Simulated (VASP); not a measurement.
# InGaO2 (P4_12_12) in VASP: single point with r2SCAN

Aim: the single point of InGaO2 with r2SCAN.

Program: VASP 6.6.1. These are calculated values, not measurements. Logs are shortened: lines on timing, memory, paths and dates and some standing lists are left out, and cuts for length are marked.

## Step 1: The structure

Symmetry: P4_12_12, No. 92, tetragonal system. Conventional cell: a = 5.724 Å, b = 5.724 Å, c = 8.383 Å, α = 90.00°, β = 90.00°, γ = 90.00°. In (site symmetry 2) has 2 O at 2.39 Å as nearest neighbours. Ga (site symmetry 2) has 4 O at 1.87 to 1.89 Å as nearest neighbours. O (site symmetry 1) has 2 Ga at 1.87 to 1.89 Å as nearest neighbours.

The cell was built by a generator and needn't be a form met in nature.

## Step 2: Single point, r2SCAN

Contents of INCAR:

```
SYSTEM = InGaO2
PREC = Accurate ; ENCUT = 520
EDIFF = 1E-6 ; ISMEAR = 0
SIGMA = 0.03 ; LREAL = .False.
LASPH = .True. ; NELM = 150
ALGO = Normal ; ISIF = 2
LWAVE = .False. ; LCHARG = .False.
METAGGA = R2SCAN ; LMIXTAU = .True.
KPAR = 8
```

Contents of KPOINTS:

```
regular mesh
0
Gamma
  4 4 4
  0 0 0
```

Contents of POSCAR:

```
InGaO2
1.0
    5.7238100000      0.0000000000      0.0000000000
    0.0000000000      5.7238100000      0.0000000000
    0.0000000000      0.0000000000      8.3835000000
In Ga O
4 4 8
Direct
    0.3192980000      0.6807020000      0.7500000000
    0.6807020000      0.3192980000      0.2500000000
    0.1807020000      0.1807020000      0.5000000000
    0.8192980000      0.8192980000      0.0000000000
    0.2143780000      0.2143780000      0.0000000000
    0.7143780000      0.2856220000      0.7500000000
    0.2856220000      0.7143780000      0.2500000000
    0.7856220000      0.7856220000      0.5000000000
    0.2875040000      0.4046210000      0.1736570000
    0.4046210000      0.2875040000      0.8263430000
    0.7875040000      0.0953790000      0.5763430000
    0.9046210000      0.2124960000      0.9236570000
    0.2124960000      0.9046210000      0.0763430000
    0.0953790000      0.7875040000      0.4236570000
    0.5953790000      0.7124960000      0.3263430000
    0.7124960000      0.5953790000      0.6736570000
```

Potentials or basis: VASP PAW PBE potentials, release 64 (In_d, Ga_d, O).

Run with:

```
$ cat potpaw_PBE.64/In_d/POTCAR potpaw_PBE.64/Ga_d/POTCAR potpaw_PBE.64/O/POTCAR > POTCAR
$ mpirun -np 8 vasp_std > vasp.out
```

OUTCAR:

```text
SYSTEM = InGaO2
   PREC = Accurate
   ENCUT = 520
   EDIFF = 1E-6
   ISMEAR = 0
   LREAL = .False.
   LASPH = .True.
   NELM = 150
   ISIF = 2
   METAGGA = R2SCAN

 ion  position               nearest neighbor table
   1  0.319  0.681  0.750-  10 2.39  16 2.39   6 3.20   5 3.45   8 3.45   4 3.63   3 3.63   3 3.63
                             4 3.63
   2  0.681  0.319  0.250-   9 2.39  15 2.39   7 3.20   5 3.45   8 3.45   4 3.63   3 3.63   4 3.63
                             3 3.63
   3  0.181  0.181  0.500-  11 2.39  14 2.39   8 3.20   7 3.45   6 3.45   2 3.63   1 3.63   1 3.63
                             2 3.63
   4  0.819  0.819  0.000-  12 2.39  13 2.39   5 3.20   6 3.45   7 3.45   2 3.63   1 3.63   2 3.63
                             1 3.63
   5  0.214  0.214  0.000-   9 1.87  10 1.87  12 1.89  13 1.89   4 3.20   2 3.45   1 3.45
   6  0.714  0.286  0.750-  11 1.87  12 1.87  10 1.89  16 1.89   1 3.20   4 3.45   3 3.45
   7  0.286  0.714  0.250-  14 1.87  13 1.87   9 1.89  15 1.89   2 3.20   4 3.45   3 3.45
   8  0.786  0.786  0.500-  15 1.87  16 1.87  11 1.89  14 1.89   3 3.20   2 3.45   1 3.45
   9  0.288  0.405  0.174-   5 1.87   7 1.89   2 2.39
  10  0.405  0.288  0.826-   5 1.87   6 1.89   1 2.39
  11  0.788  0.095  0.576-   6 1.87   8 1.89   3 2.39
  12  0.905  0.212  0.924-   6 1.87   5 1.89   4 2.39
  13  0.212  0.905  0.076-   7 1.87   5 1.89   4 2.39
  14  0.095  0.788  0.424-   7 1.87   8 1.89   3 2.39
  15  0.595  0.712  0.326-   8 1.87   7 1.89   2 2.39
  16  0.712  0.595  0.674-   8 1.87   6 1.89   1 2.39

  LATTYP: Found a simple tetragonal cell.
 ALAT       =     5.7238100000
 C/A-ratio  =     1.4646712592

  Lattice vectors:

 A1 = (   5.7238100000,   0.0000000000,   0.0000000000)
 A2 = (   0.0000000000,   5.7238100000,   0.0000000000)
 A3 = (   0.0000000000,   0.0000000000,   8.3835000000)

Analysis of symmetry for initial positions (statically):
=====================================================================
 Subroutine PRICEL returns:
 Original cell was already a primitive cell.

 Routine SETGRP: Setting up the symmetry group for a
 simple tetragonal supercell.

 Subroutine GETGRP returns: Found  8 space group operations
 (whereof  2 operations were pure point group operations)
 out of a pool of 16 trial point group operations.

The static configuration has the point symmetry C_2 .
 The point group associated with its full space group is D_4 .

Analysis of symmetry for dynamics (positions and initial velocities):
=====================================================================
 Subroutine PRICEL returns:
[... 140 lines left out ...]
   TEBEG  =    0.0;   TEEND  =   0.0 temperature during run
   PSTRESS=    0.0 pullay stress
   NELECT =     152.0000    total number of electrons
   NUPDOWN=      -1.0000    fix difference up-down
   EMIN   =  10.00;   EMAX   =-10.00  energy-range for DOS
   EFERMI =   0.00;   METHOD = LEGACY
   ISMEAR =     0;   SIGMA  =   0.03  broadening in eV -4-tet -1-fermi 0-gaus
   EFERMI_NEDOS =   21; number of points for ismear=-14 and -15
   IALGO  =     38    algorithm
   IMIX   =      4    mixing-type and parameters
     AMIX     =   0.40;   BMIX     =  1.00
     AMIX_MAG =   1.60;   BMIX_MAG =  1.00
  volume/ion in A,a.u.               =      17.17       115.84
  Fermi-wavevector in a.u.,A,eV,Ry     =   1.344077  2.539937 24.579504  1.806543
  Thomas-Fermi vector in A             =   2.472099
   LORBIT       =      0    0 simple, 1 ext, 2 COOP (PROOUT), +10 PAW based schemes
   METAGGA = R2SCAN    functional components
   LHFCALC =     F    Hartree Fock is set to
   AEXX    =    0.0000 exact exchange contribution
   IVDW    =     0    specifies the selected vdW correction
   LEPSILON=     F    determine dielectric tensor
   LRPA    =     F    only Hartree local field effects (RPA)
 non-spin polarized calculation
 Gauss-broadening in eV      SIGMA  =   0.03
  energy-cutoff  :      520.00
  volume of cell :      274.66
 maximum number of plane-waves:      7430
 NGX is ok and might be reduce to    48
   NGX = 21   NGY = 21   NGZ = 31

 number of electron     151.9999934 magnetization

 Free energy of the ion-electron system (eV)
  ---------------------------------------------------
  ext. energy  EPLUGINS =         0.00000000
  ---------------------------------------------------
  free energy    TOTEN  =      -207.62823597 eV

  energy without entropy =     -207.62823597  energy(sigma->0) =     -207.62823597

 E-fermi :   3.9196     XC(G=0): -10.3974

 val. band max:        3.7424020985   @ k =   0.0000   0.0000   0.0000
 cond. band min:       5.6589619662   @ k =   0.2500   0.2500   0.2500
 fundamental gap:      1.9165598678
 Fermi energy:         3.9196316160

 k-point     1 :       0.0000    0.0000    0.0000
  band No.  band energies     occupation
      1     -16.3678      2.00000
      2     -16.0342      2.00000
      3     -16.0342      2.00000
      4     -15.7781      2.00000
      5     -15.7117      2.00000
      6     -15.7117      2.00000
[... 1627 lines left out ...]
     87       9.3963      0.00000
     88       9.3963      0.00000
 [bands above 88 left out]

------------------------ aborting loop because EDIFF is reached ----------------------------------------

  FORCE on cell =-STRESS in cart. coord.  units (eV):
  Direction    XX          YY          ZZ          XY          YZ          ZX
  --------------------------------------------------------------------------------------
  -------------------------------------------------------------------------------------
  Total       -6.3330335     -6.3330335     -5.7372258      0.0000000      0.0000000      0.0000000
  in kB      -36.9425257    -36.9425257    -33.4669964      0.0000000      0.0000000      0.0000000
  external PRESSURE =     -35.7840159 kB  Pullay stress =       0.0000000 kB

 VOLUME and BASIS-vectors are now :
 -----------------------------------------------------------------------------
  energy-cutoff  :      520.00
  volume of cell :      274.66
      direct lattice vectors                 reciprocal lattice vectors
     5.723810000  0.000000000  0.000000000     0.174708804  0.000000000  0.000000000
     0.000000000  5.723810000  0.000000000     0.000000000  0.174708804  0.000000000
     0.000000000  0.000000000  8.383500000     0.000000000  0.000000000  0.119281923

 POSITION                                       TOTAL-FORCE (eV/Angst)
 -----------------------------------------------------------------------------------
      1.82760      3.89621      6.28763         0.198137     -0.198137      0.000000
      3.89621      1.82760      2.09587        -0.198137      0.198137      0.000000
      1.03430      1.03430      4.19175        -0.198137     -0.198137      0.000000
      4.68951      4.68951      0.00000         0.198137      0.198137      0.000000
      1.22706      1.22706      0.00000        -0.056380     -0.056380      0.000000
      4.08896      1.63485      6.28763        -0.056380      0.056380      0.000000
[... 8 lines left out ...]
      3.40784      4.07819      2.73590        -0.102157     -0.072743      0.148958
      4.07819      3.40784      5.64760        -0.072743     -0.102157     -0.148958
 -----------------------------------------------------------------------------------
    total drift:                                0.000001     -0.000001     -0.000000

  FREE ENERGIE OF THE ION-ELECTRON SYSTEM (eV)
  ---------------------------------------------------
  free  energy   TOTEN  =      -207.6282359711 eV

  energy  without entropy=     -207.6282359711  energy(sigma->0) =     -207.62823597
```

OSZICAR:

```text
N       E                     dE             d eps       ncg     rms          rms(c)
DAV:   1     0.217252272242E+04    0.21725E+04   -0.68323E+04  3549   0.260E+03
DAV:   2     0.390553248372E+03   -0.17820E+04   -0.16979E+04  3316   0.791E+02
DAV:   3    -0.168857029625E+03   -0.55941E+03   -0.53039E+03  3734   0.318E+02
[... 15 lines left out ...]
DAV:  19    -0.207628055967E+03    0.18490E-04   -0.12143E-05  3711   0.261E-02    0.128E-02
DAV:  20    -0.207628174474E+03   -0.11851E-03   -0.20371E-05  3288   0.295E-02    0.109E-02
DAV:  21    -0.207628232926E+03   -0.58452E-04   -0.40820E-05  3383   0.331E-02    0.533E-03
DAV:  22    -0.207628235741E+03   -0.28148E-05   -0.27678E-06  2984   0.810E-03    0.459E-03
DAV:  23    -0.207628235971E+03   -0.23034E-06   -0.28136E-07  2026   0.343E-03
   1 F= -.20762824E+03 E0= -.20762824E+03  d E =-.184223E-18
```

It took 11 min on 8 MPI ranks of AMD EPYC 7R13 (Zen 3), shared host; peak memory 0.61 GiB.

Results:

```
Free energy            : -207.6282 eV
Pressure               : -3.6 GPa
Largest force          : 0.280 eV/Å
Band gap on the k mesh : 1.92 eV, indirect (least direct gap 2.20 eV)
```

Forces in eV/Å, atoms in the order of the input:
```
In   0.198 -0.198  0.000
In  -0.198  0.198  0.000
In  -0.198 -0.198  0.000
In   0.198  0.198  0.000
Ga  -0.056 -0.056  0.000
Ga  -0.056  0.056  0.000
Ga   0.056 -0.056  0.000
Ga   0.056  0.056  0.000
O    0.073  0.102 -0.149
O    0.102  0.073  0.149
O    0.073 -0.102  0.149
O    0.102 -0.073 -0.149
O   -0.073  0.102  0.149
O   -0.102  0.073 -0.149
O   -0.102 -0.073  0.149
O   -0.073 -0.102 -0.149
```

Stress tensor (GPa, compression positive):
```
-3.69  0.00  0.00
 0.00 -3.69  0.00
 0.00  0.00 -3.35
```

Caveat: the PAW data sets were made with another functional, which shifts forces and pressure a little; spin-orbit coupling is left out, which moves the levels of the heavy elements. r2SCAN opens gaps a little over a GGA but as a rule still falls short of measured ones.
